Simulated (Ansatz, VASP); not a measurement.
# Cross-check of SrMg between VASP and Ansatz

Wanted: the spread between two codes on one cell, functional and k mesh. The cell is taken from a series of runs on this material, whose earlier steps may have relaxed, scaled, displaced or heated it; both programs get it as it stands.

Calculated with Ansatz 0.2.0; plane waves, with VASP 6.6.1 beside it; relaxation of cell and atoms at PBEsol and zone-centre phonons at PBEsol.

### 1. The structure

It takes space group Pm-3m (No. 221, cubic). Conventional cell: a = 4.122 Å, b = 4.122 Å, c = 4.122 Å, α = 90.00°, β = 90.00°, γ = 90.00°. Nearest to Sr lie 8 Mg at 3.57 Å. Nearest to Mg lie 8 Sr at 3.57 Å. Farther neighbours are not listed.

### 2. VASP: relaxation of cell and atoms, PBEsol

The relaxed volume is the usual yardstick between codes: in a stiff, nearly cubic crystal its relative difference is about their pressure difference at one cell divided by the bulk modulus.

Lines of VASP's logs that name or quote its potential files are left out, and so is its time.

INCAR

```
SYSTEM = SrMg
PREC = Accurate
ENCUT = 600
EDIFF = 1E-07
NELM = 120
ISMEAR = 0
SIGMA = 0.1
LREAL = .FALSE.
ALGO = Normal
GGA = PS
NBANDS = 12
LORBIT = 11
LWAVE = .FALSE.
LCHARG = .FALSE.
ISIF = 3
IBRION = 2
NSW = 80
EDIFFG = -0.005
LASPH = .TRUE.
GGA_COMPAT = .FALSE.
NELMIN = 4
KPAR = 2
```

POSCAR

```
SrMg
1.0
    4.1223830000      0.0000000000      0.0000000000
    0.0000000000      4.1223830000      0.0000000000
    0.0000000000      0.0000000000      4.1223830000
Sr Mg
1 1
Direct
    0.5000001213      0.5000001213      0.5000001213
    0.0000000000      0.0000000000      0.0000000000
```

KPOINTS

```
Automatic mesh
0
Gamma
8 8 8
0 0 0
```

Potentials, in the order of the species: Sr_sv and Mg (PBE family, release 64).

Started as:

```console
mpirun -np 2 vasp_std
```

Numbers of over 12 decimals in the logs are rounded to 6 here.

Log:

```text
[banner, memory and clock lines left out]
running    2 mpi-ranks, on    1 nodes
 distrk:  each k-point on    1 cores,    2 groups
 distr:  one band on    1 cores,    1 groups

 POSCAR found type information on POSCAR SrMg
 POSCAR found :  2 types and       2 ions
|                                                                             |
|               ----> ADVICE to this user running VASP <----                  |
|                                                                             |
|     You enforced a specific xc type in the INCAR file but a different       |
|     [... a line on the potential file left out ...]
|     I HOPE YOU KNOW WHAT YOU ARE DOING!                                     |
|                                                                             |

 LDA part: xc-table for (Slater+PW92), standard interpolation
 POSCAR, INCAR and KPOINTS ok, starting setup
 FFT: planning ... GRIDC
 FFT: planning ... GRID_SOFT
 FFT: planning ... GRID
 WAVECAR not read
 entering main loop
       N       E                     dE             d eps       ncg     rms          rms(c)
DAV:   1     0.497972523026E+02    0.49797E+02   -0.60354E+03   848   0.922E+02
DAV:   2    -0.339207207083E+00   -0.50136E+02   -0.48950E+02  1016   0.176E+02
DAV:   3    -0.363794234385E+01   -0.32987E+01   -0.32705E+01  1516   0.350E+01
DAV:   4    -0.370418242473E+01   -0.66240E-01   -0.66200E-01  1052   0.457E+00
DAV:   5    -0.370632933435E+01   -0.21469E-02   -0.21467E-02  1292   0.574E-01    0.159E+01
DAV:   6    -0.368854747023E+01    0.17782E-01   -0.19417E-02  1068   0.119E+00    0.880E+00
DAV:   7    -0.368049895195E+01    0.80485E-02   -0.28048E-02  1056   0.146E+00    0.408E-01
DAV:   8    -0.368004816350E+01    0.45079E-03   -0.22454E-03  1308   0.298E-01    0.112E-01
DAV:   9    -0.368006685331E+01   -0.18690E-04   -0.45987E-05  1072   0.511E-02    0.252E-02
DAV:  10    -0.368007459608E+01   -0.77428E-05   -0.11002E-05  1336   0.207E-02    0.143E-02
DAV:  11    -0.368007438608E+01    0.21001E-06   -0.21231E-07  1084   0.346E-03    0.946E-04
DAV:  12    -0.368007416979E+01    0.21628E-06   -0.83398E-08   872   0.113E-03    0.469E-04
DAV:  13    -0.368007410105E+01    0.68746E-07   -0.28511E-08   656   0.103E-03
   1 F= -.36800741E+01 E0= -.36741654E+01  d E =-.368007E+01
 curvature:   0.00 expect dE= 0.000E+00 dE for cont linesearch  0.000E+00
 trial: gam= 0.00000 g(F)=  0.000E+00 g(S)=  0.266E-04 ort = 0.000E+00 (trialstep = 0.100E+01)
 search vector abs. value=  0.266E-04
 bond charge predicted
       N       E                     dE             d eps       ncg     rms          rms(c)
DAV:   1    -0.368020181909E+01   -0.12765E-03   -0.29338E-03   968   0.384E-01    0.101E-01
DAV:   2    -0.368012612461E+01    0.75694E-04   -0.32235E-04  1140   0.137E-01    0.403E-02
DAV:   3    -0.368009194986E+01    0.34175E-04   -0.72436E-05  1376   0.474E-02    0.332E-02
DAV:   4    -0.368009120676E+01    0.74310E-06   -0.10602E-05  1412   0.171E-02    0.190E-02
DAV:   5    -0.368009147798E+01   -0.27122E-06   -0.14058E-05  1360   0.178E-02    0.263E-03
DAV:   6    -0.368009132436E+01    0.15362E-06   -0.12611E-07   996   0.268E-03    0.163E-03
DAV:   7    -0.368009122025E+01    0.10411E-06   -0.25725E-08   608   0.130E-03    0.318E-04
DAV:   8    -0.368009124355E+01   -0.23295E-07   -0.19467E-08   564   0.791E-04
   2 F= -.36800912E+01 E0= -.36741587E+01  d E =-.171425E-04
 trial-energy change:   -0.000017  1 .order   -0.000018   -0.000027   -0.000009
 step:   1.6427(harm=  1.4762)  dis= 0.00000  next Energy=    -3.680094 (dE=-0.198E-04)
 reached required accuracy - stopping structural energy minimisation
```

From OUTCAR (step 2):

```text
ion  position               nearest neighbor table
   1  0.500  0.500  0.500-   2 3.57   2 3.57   2 3.57   2 3.57   2 3.57   2 3.57   2 3.57   2 3.57

  LATTYP: Found a simple cubic cell.
 ALAT       =     4.1223830000

 Subroutine GETGRP returns: Found 48 space group operations
 (whereof 48 operations were pure point group operations)

The static configuration has the point symmetry O_h .

 Found     35 irreducible k-points:

   k-points           NKPTS =     35   k-points in BZ     NKDIM =     35   number of bands    NBANDS=     12

   dimension x,y,z NGX =    36 NGY =   36 NGZ =   36
   dimension x,y,z NGXF=    72 NGYF=   72 NGZF=   72

   ENCUT  =  600.0 eV  44.10 Ry    6.64 a.u.   8.23  8.23  8.23*2*pi/ulx,y,z

   NELECT =      12.0000    total number of electrons

 k-points in reciprocal lattice and weights: Automatic mesh
   0.00000000  0.00000000  0.00000000       0.002
   0.12500000  0.00000000  0.00000000       0.012
   0.25000000  0.00000000  0.00000000       0.012
   0.37500000  0.00000000  0.00000000       0.012
   0.50000000  0.00000000  0.00000000       0.006
   0.12500000  0.12500000  0.00000000       0.023
   0.25000000  0.12500000  0.00000000       0.047
   0.37500000  0.12500000  0.00000000       0.047
   0.50000000  0.12500000  0.00000000       0.023
[...]
0.50000000  0.50000000  0.37500000       0.012
   0.50000000  0.50000000  0.50000000       0.002

 average (electrostatic) potential at core
       1 -39.5755       2 -39.5450

 E-fermi :   1.9512

 k-point     1 :       0.0000    0.0000    0.0000
  band No.  band energies     occupation
      1     -33.8326      2.00000
      2     -15.8071      2.00000
      3     -15.8071      2.00000
      4     -15.8071      2.00000
      5      -2.9132      2.00000
      6       2.7795      0.00000
      7       2.7795      0.00000
      8       5.7861      0.00000
      9       5.7861      0.00000
     10       5.7861      0.00000
    ...

 k-point     2 :       0.1250    0.0000    0.0000
  band No.  band energies     occupation
      1     -33.8314      2.00000
      2     -15.8325      2.00000
      3     -15.8049      2.00000
      4     -15.8049      2.00000
      5      -2.7463      2.00000
      6       2.5676      0.00000
      7       2.8759      0.00000
      8       5.3320      0.00000
      9       5.3320      0.00000
     10       5.5587      0.00000
    ...

 k-point     3 :       0.2500    0.0000    0.0000
  band No.  band energies     occupation
    ...
      2     -15.8929      2.00000
      3     -15.7995      2.00000
      4     -15.7995      2.00000
      5      -2.2635      2.00000
      6       1.7730      1.98826
      7       3.1421      0.00000
      8       4.7464      0.00000
      9       4.7464      0.00000
     10       5.7941      0.00000
     11       6.7720      0.00000
    ...

  Total        0.0061895      0.0061895      0.0061895      0.0000000     -0.0000000      0.0000000
  in kB        0.1413567      0.1413567      0.1413567      0.0000000     -0.0000000      0.0000000
  external PRESSURE =       0.1413567 kB  Pullay stress =       0.0000000 kB

  energy-cutoff  :      600.00
  volume of cell :       70.15
      direct lattice vectors                 reciprocal lattice vectors
     4.124290890 -0.000000000  0.000000000     0.242465924 -0.000000000  0.000000000
     0.000000000  4.124290890  0.000000000     0.000000000  0.242465924 -0.000000000
    -0.000000000  0.000000000  4.124290890    -0.000000000 -0.000000000  0.242465924

 POSITION                                       TOTAL-FORCE (eV/Angst)
 -----------------------------------------------------------------------------------
      2.06215      2.06215      2.06215        -0.000000     -0.000000      0.000000
      0.00000      0.00000      0.00000         0.000000      0.000000      0.000000
 -----------------------------------------------------------------------------------
    total drift:                               -0.000396     -0.000396     -0.000396

  FREE ENERGIE OF THE ION-ELECTRON SYSTEM (eV)
  ---------------------------------------------------
  free  energy   TOTEN  =        -3.6800912435 eV

  energy  without entropy=       -3.6682261872  energy(sigma->0) =       -3.67415872

 reached required accuracy - stopping structural energy minimisation

 total charge
# of ion       s       p       d       tot
------------------------------------------
    1        2.045   5.710   0.201   7.955
    2        0.241   0.101   0.004   0.346
--------------------------------------------------
tot          2.286   5.810   0.204   8.301

[... 3 further parts left out ...]
```

CONTCAR:

```
SrMg
   1.00000000000000
     4.1242908896134631   -0.0000000000000000    0.0000000000000000
     0.0000000000000000    4.1242908896134631    0.0000000000000000
    -0.0000000000000000    0.0000000000000000    4.1242908896134631
  Sr              Mg
     1     1
Direct
     0.5000001212999976    0.5000001212999976    0.5000001212999976
     0.0000000000000000    0.0000000000000000    0.0000000000000000
```

The k-mesh is coarse for a metal. The PAW data sets were made with PBE, which is usual practice but a small mismatch for other functionals. The run keeps the 48 symmetry operations of its start, so it cannot find a distortion of lower symmetry.

### 3. Ansatz: relaxation of cell and atoms, PBEsol

Ansatz runs on its default PAW (the set named soft_2) files.

The same cell, functional, mesh and smearing now go to Ansatz, which takes its cutoff from its data sets.

input.yaml

```yaml
crystal:
  lattice:
    - [4.122383174, 0.0, 0.0]
    - [0.0, 4.122383174, 0.0]
    - [0.0, 0.0, 4.122383174]
  atoms:
    - { symbol: Sr, position: [0.5, 0.5, 0.5] }
    - { symbol: Mg, position: [0.0, 0.0, 0.0] }
kpoints:
  mp_grid: { grid: [8, 8, 8] }
hamiltonian:
  xc: pbesol
scf:
  occupations: { method: gaussian, width: 0.1 }
output:
  forces: true
  stress: true
  eigenvalues: true
relax:
  adjacent_minimum: "off"
  f_tol: 0.005
  max_steps: 80
  cell: { stress_tol: 0.05 }
```

Started as:

```console
ansatz run input.yaml --threads 4 --pin off --max-ram 8192MiB --backend cpu --events-out ev --progress --plain --runs-dir out
```

Log:

```text
Engine: ansatz 0.2.0, aarch64-unknown-linux-gnu
Pseudopotentials: kind: paw
Pseudopotential: Sr, paw, valence charge 10, recommended cutoff 420 eV (normal), Sr.paw.azcp
Pseudopotential: Mg, paw, valence charge 10, recommended cutoff 420 eV (normal), Mg.paw.azcp
Functional definition: PBEsol
  exchange = pbesol_x
  correlation = pbesol_c
Crystal: 2 atoms, lattice volume = 70.056 Å³
Basis set: ecut = 420 eV, 1357 PW (Γ), exchange–correlation on 60×60×60 points (8 copies of the dense FFT grid, shifted against one another)
Bands: 14, of which v1, the nominal top of the filled ones, is band 10 counted from 1 (9 counted from 0)
Symmetry: 48 space group operations
Space group: Pm-3m (ITA 221), of the structure as read, at distance tolerance 4.1e-5 Å
k-points: 35 of 512
Non-local potential: Sr, projectors of the file, l = 0: 3, l = 1: 2, l = 2: 2
Non-local potential: Mg, projectors of the file, l = 0: 3, l = 1: 2, l = 2: 1
PAW form: soft (Blöchl's): semilocal exchange-correlation on the pseudo side does not see the compensation charge
PAW frozen core: Sr, regenerated for the run's functional, and the local potential with it (the file was generated under x = pbe(κ = 0.804, μ = 0.219515), c = pbe(β = 0.066725))
PAW frozen core: Mg, regenerated for the run's functional, and the local potential with it (the file was generated under x = pbe(κ = 0.804, μ = 0.219515), c = pbe(β = 0.066725))
PAW one-centre angular grid: Sr, 110 points (default); XC on 64 Gauss nodes
PAW one-centre angular grid: Mg, 110 points (default); XC on 64 Gauss nodes
Initial density: superposition of atomic densities (neutral atoms: chi_scale 0, normalization atom), corrected by the library's trained network
Initial wavefunctions: pseudopotential atomic-orbital guess
Functional: x = pbesol(κ = 0.804, μ = 0.123457), c = pbesol(β = 0.046)
SCF iter   1: F=—  HF=-5404.386850 eV  |F-HF|=—  |Δ(HF+E_count)|=         —  Δρ=1.59e-3  dr2=1.36e-3  ethr=1.77e-3  ⟨swp⟩=7.0  Hψ=3139  notcnv=0
preconditioner: auto → Kerker (q_TF=auto, 2.214 Å⁻¹)  [metal: Δε(μ)=0.069 eV  Ē_g=3.898 eV  σ=0.100 eV  W_gap=0.35  n_scr=18 (ndim 8)  ℏωp=8.9 eV  f_vac=0.000  D(μ)=2.39/eV (n_scr^D=18)]
SCF iter   2: F=—  HF=-5404.386711 eV  |F-HF|=—  |Δ(HF+E_count)|=   1.39e-4  Δρ=7.85e-4  dr2=4.83e-4  ethr=6.80e-6  ⟨swp⟩=2.9  Hψ=1250  notcnv=0
SCF iter   3: F=—  HF=-5404.386599 eV  |F-HF|=—  |Δ(HF+E_count)|=   1.13e-4  Δρ=2.35e-4  dr2=6.03e-5  ethr=2.42e-6  ⟨swp⟩=2.0  Hψ=810  notcnv=0
SCF iter   4: F=—  HF=-5404.386549 eV  |F-HF|=—  |Δ(HF+E_count)|=   4.91e-5  Δρ=1.51e-4  dr2=5.97e-6  ethr=3.02e-7  ⟨swp⟩=2.0  Hψ=834  notcnv=0
SCF iter   5: F=—  HF=-5404.386543 eV  |F-HF|=—  |Δ(HF+E_count)|=   6.53e-6  Δρ=4.10e-5  dr2=8.49e-7  ethr=2.98e-8  ⟨swp⟩=2.0  Hψ=766  notcnv=0
SCF iter   6: F=-5404.386543 eV  HF=-5404.386543 eV  |F-HF|=8.73e-10  |Δ(HF+E_count)|=   1.06e-7  Δρ=5.04e-6  dr2=1.56e-8  ethr=5.00e-10  ⟨swp⟩=5.1  Hψ=2650  notcnv=0
SCF 1 converged in 6 iterations: F = -5404.386543 eV  dr2 = 1.56e-8
  greatest PAW one-centre occupation: 1.000 electrons in one spin orbital (limit 2), on the Mg atom at site 1 (counted from 0), in its partial waves of l = 0
relax step   1: F+E_penalty+E_count = -5404.38654281 eV  Δ(F+E_penalty+E_count) = +0.000e0 eV  max|allowed force component| = 7.864e-30 eV/Å  Δτ_max = 0.0000 Å  P = +0.025 GPa  Ω = 70.056 Å³  (6 SCF iters, dr2 threshold 1.00e-7 eV, accepted)
Initial density: handed on by an earlier stage of this run
Initial wavefunctions: pseudopotential atomic-orbital guess (no wavefunctions were taken with the density)
iter 1 solved again at ethr=1.12e-7 eV; its pass at ethr=3.10e-3 eV (dr2=2.23e-5 eV) is discarded
SCF iter   1: F=—  HF=-5404.386570 eV  |F-HF|=—  |Δ(HF+E_count)|=         —  Δρ=5.16e-6  dr2=1.56e-8  ethr=1.12e-7  ⟨swp⟩=4.2  Hψ=4837  notcnv=0
preconditioner: auto → Kerker (q_TF=auto, 2.214 Å⁻¹)  [metal: Δε(μ)=0.068 eV  Ē_g=3.902 eV  σ=0.100 eV  W_gap=0.34  n_scr=18 (ndim 8)  ℏωp=8.9 eV  f_vac=0.000  D(μ)=2.39/eV (n_scr^D=18)]
SCF iter   2: F=—  HF=-5404.386543 eV  |F-HF|=—  |Δ(HF+E_count)|=   2.73e-5  Δρ=3.16e-6  dr2=7.53e-9  ethr=7.82e-11  ⟨swp⟩=2.9  Hψ=984  notcnv=0
SCF iter   3: F=—  HF=-5404.386543 eV  |F-HF|=—  |Δ(HF+E_count)|=  4.55e-11  Δρ=4.97e-7  dr2=2.50e-10  ethr=3.77e-11  ⟨swp⟩=2.0  Hψ=564  notcnv=0
SCF iter   4: F=—  HF=-5404.386543 eV  |F-HF|=—  |Δ(HF+E_count)|=  1.91e-11  Δρ=2.04e-7  dr2=2.44e-11  ethr=1.25e-12  ⟨swp⟩=2.2  Hψ=629  notcnv=0
SCF iter   5: F=-5404.386543 eV  HF=-5404.386543 eV  |F-HF|=1.82e-12  |Δ(HF+E_count)|=  1.46e-11  Δρ=3.80e-8  dr2=1.12e-12  ethr=1.00e-12  ⟨swp⟩=7.1  Hψ=2625  notcnv=0
SCF 2 converged in 5 iterations: F = -5404.386543 eV  dr2 = 1.12e-12
relax step   2: F+E_penalty+E_count = -5404.38654281 eV  Δ(F+E_penalty+E_count) = -2.423e-9 eV  max|allowed force component| = 1.167e-30 eV/Å  Δτ_max = 0.0000 Å  P = +0.025 GPa  Ω = 70.056 Å³  stress off target by 2.52e-2 GPa  SCF on the basis re-selected at this cell (its energy is not comparable with the rows above)  (5 SCF iters)
basis re-selected at this cell: Δ(F+E_penalty+E_count) = -2.423e-9 eV, ΔP = +0.000 GPa vs the last step (what re-selecting the basis moved, of the pressure what is left beyond the Pulay correction that the steps carried, after the strain that the cell walked since its last selection, with what the two solves' SCF thresholds leave and, on support functions, any second-order correction that the steps lacked; it is no m [...]
SCF converged after 5 iterations
Free energy (F): -5404.386543 eV
Harris-Foulkes:  -5404.386543 eV  (|F-HF|=1.82e-12)
Internal energy: -5404.374600 eV  (E = F + TS)
E sigma→0 (E₀):  -5404.380571 eV
Entropy (-TS):   -0.011943 eV (-5.972 meV/atom)
Fermi energy:    5.677439 eV
--- Per-component energies (eV) ---
  E_band       = -478.376971
  E_kinetic    = 317.926202
  E_local      = -2423.211441  (includes V_loc(G=0)·N_el)
  E_nonlocal   = 300.439535
  E_hartree    = 795.686167
  E_xc         = -198.149091
  E_vxc        = -195.824801  (∫ρ·V_xc dr)
  E_paw        = -2926.060714  (= ΣΔE_a)
  E_vpaw       = -69.078794  (= ΣTr[D̂ρ^β])
  E_aug_tail   = -0.000007  (compensation charges beyond the density's cutoff)
  E_ewald      = -1271.198462
  E_core_change = 0.193210  (= ΣΔE_core)
  E_smearing   = -0.011943  (= −TS)
  E_closure    = -0.000000  (closes the sum)
  Σ components = -5404.386543   (vs F -5404.386543, Δ=0.00e0)
--- Forces (eV/Å), atoms counted from 1 ---
  atom   1  Sr     0.00000000    -0.00000000    -0.00000000
  atom   2  Mg    -0.00000000     0.00000000    -0.00000000
  max |Σ_I F_I| component: 2.14e-30 eV/Å
--- Stress (GPa, compression-positive) ---
        0.025238      -0.000000       0.000000
        0.000000       0.025238       0.000000
        0.000000       0.000000       0.025238
  P = ⅓ Tr σ = 0.0252 GPa (0.252 kbar)
--- Band table (eV; the first three rows and the last of 35) ---
  k-point 0: bands = [... 6 lower, -12.0552, -12.0552, 0.8105, 6.5101, 6.5101, 9.4943, 9.4943, 9.4943]
  k-point 1: bands = [... 6 lower, -12.0530, -12.0530, 0.9776, 6.2967, 6.6063, 9.0528, 9.0528, 9.2719]
  k-point 2: bands = [... 6 lower, -12.0476, -12.0476, 1.4612, 5.5000, 6.8723, 8.4744, 8.4744, 9.5126]
  k-point 34: bands = [... 6 lower, -12.1792, -12.1792, 5.1190, 5.1190, 5.1190, 6.3818, 8.8898, 8.8898]
--- Relaxed structure (1 steps of the walk, 1 accepted, 1 SCFs on fresh bases) ---
  F+E_penalty+E_count = -5404.38654281 eV   max|allowed force component| = 1.167e-30 eV/Å   (the final SCF, on the basis selected at the relaxed cell)
  cell:  # Å, volume = 70.0560 Å³
    - [4.122383174, 0.0, 0.0]
    - [0.0, 4.122383174, 0.0]
    - [0.0, 0.0, 4.122383174]
  atoms:
    - { symbol: Sr, position: [0.5, 0.5, 0.5] }
    - { symbol: Mg, position: [0.0, 0.0, 0.0] }
```

In the SCF lines HF is the Harris–Foulkes energy and dr2 the Hartree energy of the density residual, in eV; the loop may stop once dr2 is under the threshold and the program's other checks hold. Hψ counts applications of the Hamiltonian.

### 4. Differences

Known differences besides the potentials themselves: the data sets hold 20 valence electrons in Ansatz (on its default PAW (the set named soft_2) files) and 12 in VASP; the cutoff is 420 eV in Ansatz and 600 eV in VASP; Ansatz makes its cores anew for this functional, VASP keeps those of its PBE data sets; Ansatz adds a Pulay correction to the stress that steers its cell, VASP none. Total energies have different zeros and are not compared.

The two programs side by side:

| quantity | Ansatz | VASP | difference |
| --- | --- | --- | --- |
| volume (Å³) | 70.06 | 70.15 | -0.14 % |
| edge a after relaxation, in the typed setting (Å) | 4.122 | 4.124 | -0.05 % |

(Part 1 of 2 ends here.)

[Lines on the potential files, build, host, timing and source positions are cut from VASP's logs without a mark.]

[Logs are printed without paths, hosts, clocks, repeated set-up lines and the standing remarks that a program may print on its own settings, such as how far it seeks lower states.]

[Hosts, paths, dates, database ids (printed as entryN), source tags and the programs' standing remarks are cut or masked in the printed files.]
